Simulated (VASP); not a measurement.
Given:

```yaml
crystal:
  lattice:
    - [0.00000, 3.39665, 3.39665]
    - [3.39665, 0.00000, 3.39665]
    - [3.39665, 3.39665, 0.00000]
  atoms:
    - { symbol: Cd, position: [0.00000, 0.00000, 0.00000] }
    - { symbol: Te, position: [0.25000, 0.25000, 0.25000] }
```

Level of theory: RPBE GGA, VASP's PBE PAW potentials (set 64) (plane waves; VASP). Numerical set-up: 520 eV cut-off, 7×7×7 Γ-centred mesh, Gaussian smearing of 0.050 eV, potentials Cd Te.

Unless said otherwise, spin-orbit coupling is left out, though it shifts the bands of the heavy elements here.

Q: Estimate the energy per atom (σ→0), band gap (on the k-mesh) with the smallest direct gap where there is one.

A: 
| Property | Result |
|---|---|
| band gap (on the k-mesh) | 0.50 eV |
| smallest direct gap (on the k-mesh) | 0.50 eV |
| energy per atom (σ→0) | -2.093 eV/atom |

The absolute energy has meaning only against runs of the same code, potentials and settings.

The compound is CdTe in the zinc blende structure. This cell is one point of a volume scan, at 1.03 of the reference volume.
